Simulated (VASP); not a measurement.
# AgB4 (P6/mmm) in VASP: notebook

The runs below take AgB4 through relaxation of cell and atoms, with PBE.

Everything below comes from runs of VASP 6.6.1. Logs are shortened: lines on timing, memory, paths and dates and some standing lists are left out, and cuts for length are marked.

**1. The crystal as given**

It takes space group P6/mmm (No. 191, hexagonal). Conventional cell: a = 3.032 Å, b = 3.032 Å, c = 5.699 Å, α = 90.00°, β = 90.00°, γ = 120.00°. Around Ag (site symmetry 6/mmm) lie 12 B at 2.59 Å. B (site symmetry 3m) has 4 B at 1.75 to 1.88 Å as nearest neighbours.

The cell was built by a generator and needn't be a form met in nature.

**2. Relaxation of cell and atoms, PBE**

The input, INCAR:

```
SYSTEM = AgB4
  PREC = Accurate
  ENCUT = 600
  EDIFF = 1E-6
  ISMEAR = -1
  SIGMA = 0.05
  LREAL = .False.
  LASPH = .True.
  NELM = 80
  ALGO = Normal
  ISIF = 3
  LWAVE = .False.
  LCHARG = .False.
  GGA = PE
  IBRION = 2
  NSW = 40
  EDIFFG = -0.02
  PSTRESS = 0
```

The input, KPOINTS:

```
regular mesh
0
Gamma
  7 7 4
  0 0 0
```

The input, POSCAR:

```
AgB4
1.0
    3.0321300000      0.0000000000      0.0000000000
   -1.5160700000      2.6259100000      0.0000000000
    0.0000000000      0.0000000000      5.6987400000
Ag B
1 4
Direct
    0.0000000000      0.0000000000      0.0000000000
    0.3333300000      0.6666700000      0.6649500000
    0.6666700000      0.3333300000      0.6649500000
    0.3333300000      0.6666700000      0.3350500000
    0.6666700000      0.3333300000      0.3350500000
```

Potentials or basis: VASP PAW PBE potentials, release 64 (Ag, B).

Started as:

```
$ cat potpaw_PBE.64/Ag/POTCAR potpaw_PBE.64/B/POTCAR > POTCAR
$ mpirun -np 1 vasp_std > vasp.out
```

OUTCAR:

```text
SYSTEM = AgB4
   PREC = Accurate
   ENCUT = 600
   EDIFF = 1E-6
   ISMEAR = -1
   LREAL = .False.
   LASPH = .True.
   NELM = 80
   ISIF = 3
   GGA = PE
   IBRION = 2
   NSW = 40
   EDIFFG = -0.02
   PSTRESS = 0

 ion  position               nearest neighbor table
   1  0.000  0.000  0.000-   2 2.59   3 2.59   4 2.59   5 2.59   3 2.59   5 2.59   2 2.59   4 2.59
                             3 2.59   5 2.59   2 2.59   4 2.59
   2  0.333  0.667  0.665-   3 1.75   3 1.75   3 1.75   4 1.88   1 2.59   1 2.59   1 2.59
   3  0.667  0.333  0.665-   2 1.75   2 1.75   2 1.75   5 1.88   1 2.59   1 2.59   1 2.59
   4  0.333  0.667  0.335-   5 1.75   5 1.75   5 1.75   2 1.88   1 2.59   1 2.59   1 2.59
   5  0.667  0.333  0.335-   4 1.75   4 1.75   4 1.75   3 1.88   1 2.59   1 2.59   1 2.59

  LATTYP: Found a hexagonal cell.
 ALAT       =     3.0321300000
 C/A-ratio  =     1.8794510789

  Lattice vectors:

 A1 = (   3.0321300000,   0.0000000000,   0.0000000000)
 A2 = (  -1.5160700000,   2.6259100000,   0.0000000000)
 A3 = (   0.0000000000,   0.0000000000,   5.6987400000)

Analysis of symmetry for initial positions (statically):
=====================================================================
 Subroutine PRICEL returns:
 Original cell was already a primitive cell.

 Routine SETGRP: Setting up the symmetry group for a
 hexagonal supercell.

 Subroutine GETGRP returns: Found  8 space group operations
 (whereof  8 operations were pure point group operations)
 out of a pool of 24 trial point group operations.

The static configuration has the point symmetry D_2h.

Analysis of symmetry for dynamics (positions and initial velocities):
=====================================================================
 Subroutine PRICEL returns:
 Original cell was already a primitive cell.

 Routine SETGRP: Setting up the symmetry group for a
 hexagonal supercell.

 Subroutine GETGRP returns: Found  8 space group operations
 (whereof  8 operations were pure point group operations)
 out of a pool of 24 trial point group operations.

The dynamic configuration has the point symmetry D_2h.

 Subroutine INISYM returns: Found  8 space group operations
 (whereof  8 operations are pure point group operations),
 and found     1 'primitive' translations

----------------------------------------------------------------------------------------

                                     Primitive cell

  volume of cell :      45.3739

  direct lattice vectors                    reciprocal lattice vectors
     3.032130000  0.000000000  0.000000000     0.329801163  0.190410810  0.000000000
    -1.516070000  2.625910000  0.000000000     0.000000000  0.380820363  0.000000000
     0.000000000  0.000000000  5.698740000     0.000000000  0.000000000  0.175477386

  length of vectors
     3.032130000  3.032139768  5.698740000     0.380821590  0.380820363  0.175477386

  position of ions in fractional coordinates (direct lattice)
     0.000000000  0.000000000  0.000000000
     0.333330000  0.666670000  0.664950000
     0.666670000  0.333330000  0.664950000
     0.333330000  0.666670000  0.335050000
     0.666670000  0.333330000  0.335050000

  ion indices of the primitive-cell ions
   primitive index   ion index
                 1           1
                 2           2
                 3           3
                 4           4
                 5           5

----------------------------------------------------------------------------------------

 KPOINTS: regular mesh

Automatic generation of k-mesh.
 Grid dimensions read from file:
 generate k-points for:    7    7    4

 Generating k-lattice:

  Cartesian coordinates                     Fractional coordinates (reciprocal lattice)
     0.047114452  0.027201544  0.000000000     0.142857143  0.000000000  0.000000000
     0.000000000  0.054402909  0.000000000     0.000000000  0.142857143  0.000000000
     0.000000000  0.000000000  0.043869347     0.000000000  0.000000000  0.250000000

  Length of vectors
     0.054403084  0.054402909  0.043869347

  Shift w.r.t. Gamma in fractional coordinates (k-lattice)
     0.000000000  0.000000000  0.000000000

 Subroutine IBZKPT returns following result:
 ===========================================

 Found     48 irreducible k-points:

 Following reciprocal coordinates:
            Coordinates               Weight
  0.000000  0.000000  0.000000      1.000000
  0.142857  0.000000  0.000000      4.000000
 -0.142857  0.142857  0.000000      2.000000
  0.285714  0.000000  0.000000      4.000000
 -0.285714  0.285714  0.000000      2.000000
  0.428571  0.000000  0.000000      4.000000
[... 16 lines left out ...]
 -0.428571  0.428571  0.250000      4.000000
  0.142857  0.142857  0.250000      4.000000
 [... further k-points ...]
   k-points           NKPTS =     48   k-points in BZ     NKDIM =     48   number of bands    NBANDS=     15
   number of dos      NEDOS =    301   number of ions     NIONS =      5
   total plane-waves  NPLWV =  27648
   dimension x,y,z NGX =    24 NGY =   24 NGZ =   48
   dimension x,y,z NGXF=    48 NGYF=   48 NGZF=   96
   ions per type =               1   4
   NGX,Y,Z   is equivalent  to a cutoff of  13.16, 13.16, 14.00 a.u.
   NGXF,Y,Z  is equivalent  to a cutoff of  26.32, 26.32, 28.01 a.u.
 SYSTEM =  AgB4
   PREC   = accura    normal or accurate (medium, high low for compatibility)
   ISTART =      0    job   : 0-new  1-cont  2-samecut
   ICHARG =      2    charge: 1-file 2-atom 10-const
   ISPIN  =      1    spin polarized calculation?
   LNONCOLLINEAR =      F non collinear calculations
   LSORBIT =      F    spin-orbit coupling
   LASPH  =      T    aspherical Exc in radial PAW
   ENCUT  =  600.0 eV  44.10 Ry    6.64 a.u.   6.06  6.06 11.38*2*pi/ulx,y,z
   NELM   =     80;   NELMIN=  2; NELMDL= -5     # of ELM steps
   EDIFF  = 0.1E-05   stopping-criterion for ELM
   LREAL  =      F    real-space projection
   EDIFFG = -.2E-01   stopping-criterion for IOM
   NSW    =     40    number of steps for IOM
   IBRION =      2    ionic relax: 0-MD 1-quasi-New 2-CG
   NFREE  =      1    steps in history (QN), initial steepest desc. (CG)
   ISIF   =      3    stress and relaxation
   ISYM   =      2    0-nonsym 1-usesym 2-fastsym
   POTIM  = 0.5000    time-step for ionic-motion
   TEBEG  =    0.0;   TEEND  =   0.0 temperature during run
   PSTRESS=    0.0 pullay stress
   NELECT =      23.0000    total number of electrons
   NUPDOWN=      -1.0000    fix difference up-down
   EMIN   =  10.00;   EMAX   =-10.00  energy-range for DOS
   EFERMI =   0.00;   METHOD = LEGACY
   ISMEAR =    -1;   SIGMA  =   0.05  broadening in eV -4-tet -1-fermi 0-gaus
   EFERMI_NEDOS =   21; number of points for ismear=-14 and -15
   IALGO  =     38    algorithm
   IMIX   =      4    mixing-type and parameters
     AMIX     =   0.40;   BMIX     =  1.00
     AMIX_MAG =   1.60;   BMIX_MAG =  1.00
  volume/ion in A,a.u.               =       9.07        61.24
  Fermi-wavevector in a.u.,A,eV,Ry     =   1.305315  2.466687 23.182244  1.703847
  Thomas-Fermi vector in A             =   2.436192
   LORBIT       =      0    0 simple, 1 ext, 2 COOP (PROOUT), +10 PAW based schemes
   GGA     = PE    functional components
   LHFCALC =     F    Hartree Fock is set to
   AEXX    =    0.0000 exact exchange contribution
   IVDW    =     0    specifies the selected vdW correction
   LEPSILON=     F    determine dielectric tensor
   LRPA    =     F    only Hartree local field effects (RPA)
 conjugate gradient relaxation of ions
 non-spin polarized calculation
  energy-cutoff  :      600.00
  volume of cell :       45.37
 maximum number of plane-waves:      1538
   NGX = 13   NGY = 13   NGZ = 23

--------------------------------------- Ionic step        1  -------------------------------------------

 number of electron      22.9999998 magnetization

 Free energy of the ion-electron system (eV)
  ---------------------------------------------------
  ext. energy  EPLUGINS =         0.00000000
  ---------------------------------------------------
  free energy    TOTEN  =       -26.40056316 eV

  energy without entropy =      -26.38965204  energy(sigma->0) =      -26.39510760

------------------------ aborting loop because EDIFF is reached ----------------------------------------

  FORCE on cell =-STRESS in cart. coord.  units (eV):
  Direction    XX          YY          ZZ          XY          YZ          ZX
  --------------------------------------------------------------------------------------
  -------------------------------------------------------------------------------------
  Total        1.3154828      1.3158494      1.7983934      0.0003077      0.0000000      0.0000000
  in kB       46.4503770     46.4633221     63.5022029      0.0108651      0.0000000      0.0000000
  external PRESSURE =      52.1386340 kB  Pullay stress =       0.0000000 kB
[... 98 lines left out ...]
  FREE ENERGIE OF THE ION-ELECTRON SYSTEM (eV)
  ---------------------------------------------------
  free  energy   TOTEN  =       -26.4241262389 eV

  energy  without entropy=      -26.4140870629  energy(sigma->0) =      -26.41910665

[... ionic steps 4 to 8 ...]

--------------------------------------- Ionic step        9  -------------------------------------------

 number of electron      23.0000002 magnetization

------------------------ aborting loop because EDIFF is reached ----------------------------------------
[... 73 lines left out ...]
--------------------------------------- Ionic step       11  -------------------------------------------

 number of electron      23.0000002 magnetization

 Free energy of the ion-electron system (eV)
  ---------------------------------------------------
  ext. energy  EPLUGINS =         0.00000000
  ---------------------------------------------------
  free energy    TOTEN  =       -26.43435137 eV

  energy without entropy =      -26.42313506  energy(sigma->0) =      -26.42874322

 E-fermi :   6.8910     XC(G=0): -11.8509

 val. band max:        6.8592728393   @ k =  -0.1429   0.2857   0.5000
 cond. band min:       6.9124487861   @ k =   0.2857   0.0000   0.5000
 fundamental gap:      0.0531759468
 Fermi energy:         6.8910066130

 k-point     1 :       0.0000    0.0000    0.0000
  band No.  band energies     occupation
      1      -6.8099      2.00000
      2      -2.9226      2.00000
      3      -1.0219      2.00000
      4       1.4515      2.00000
      5       1.6874      2.00000
      6       1.6874      2.00000
      7       2.5039      2.00000
      8       2.5040      2.00000
      9       6.3421      1.99997
     10       6.3422      1.99997
     11       8.5357      0.00000
     12       8.5358      0.00000
     13       9.9422      0.00000
     14      10.9205      0.00000
[... 401 lines left out ...]
      2      -2.6384      2.00000
      3       0.6255      2.00000
      4       1.1910      2.00000
      5       1.5801      2.00000
      6       1.9227      2.00000
      7       2.3147      2.00000
      8       2.7828      2.00000
      9       3.3097      2.00000
     10       4.6290      2.00000
     11       6.2405      2.00000
     12       6.9478      0.48613
     13       8.4810      0.00000
     14      10.7847      0.00000
     15      13.7531      0.00000

 [... further k-points ...]
[... 5 lines left out ...]
  --------------------------------------------------------------------------------------
  -------------------------------------------------------------------------------------
  Total       -0.0842600     -0.0843269      0.0554958     -0.0000573      0.0000000      0.0000000
  in kB       -2.8550571     -2.8573245      1.8804139     -0.0019422      0.0000000      0.0000000
  external PRESSURE =      -1.2773226 kB  Pullay stress =       0.0000000 kB
[... 20 lines left out ...]
  FREE ENERGIE OF THE ION-ELECTRON SYSTEM (eV)
  ---------------------------------------------------
  free  energy   TOTEN  =       -26.4343513689 eV

  energy  without entropy=      -26.4231350622  energy(sigma->0) =      -26.42874322

 reached required accuracy - stopping structural energy minimisation
```

Run time: 82 s. Hardware: 1 thread of Intel Xeon 6975P-C (Granite Rapids), shared host; peak memory 0.2 GiB.

What came out:

| Quantity | Value |
| --- | --- |
| Free energy | -26.4344 eV |
| Relaxed volume | 9.46 Å³/atom |
| Relaxed cell | a = 3.038 Å, b = 3.038 Å, c = 5.915 Å, α = 90.00°, β = 90.00°, γ = 120.00° |
| Space group after relaxing (to 0.05 Å) | P6/mmm (No. 191) |
| Energy gained by relaxing | 6.8 meV/atom |
| Ionic steps | 11 |
| Pressure after relaxing | -0.1 GPa |
| Band gap on the k mesh | none (metal or under the smearing width) |

Stress tensor (GPa, compression positive):
```
-0.29  0.00  0.00
 0.00 -0.29  0.00
 0.00  0.00  0.19
```

The path:
```
step  energy change (eV)  largest force (eV/Å)  pressure (GPa)  volume (Å³)
   1              0.0000                0.0464            5.21        45.37
   2             -0.0205                0.0416           -2.11        47.34
   3             -0.0236                0.0176           -0.25        46.81
   4             -0.0290                0.0785           -0.27        46.95
   5             -0.0299                0.1079           -0.23        47.02
   6             -0.0300                0.1185           -0.25        47.04
   7             -0.0322                0.0489            0.26        46.98
   8             -0.0327                0.0010            0.63        46.93
   9             -0.0332                0.0299           -0.13        47.20
  10             -0.0332                0.0279           -0.09        47.18
  11             -0.0338                0.0003           -0.13        47.28
```

Final structure:
```
Ag B
1.0
     3.03825    0.00000    0.00000
    -1.51913    2.63121    0.00000
     0.00000    0.00000    5.91479
Ag B
1 4
Direct
  0.00000 0.00000 0.00000
  0.33333 0.66667 0.66263
  0.66667 0.33333 0.66263
  0.33333 0.66667 0.33737
  0.66667 0.33333 0.33737
```

(Continued in part 2 of 3.)
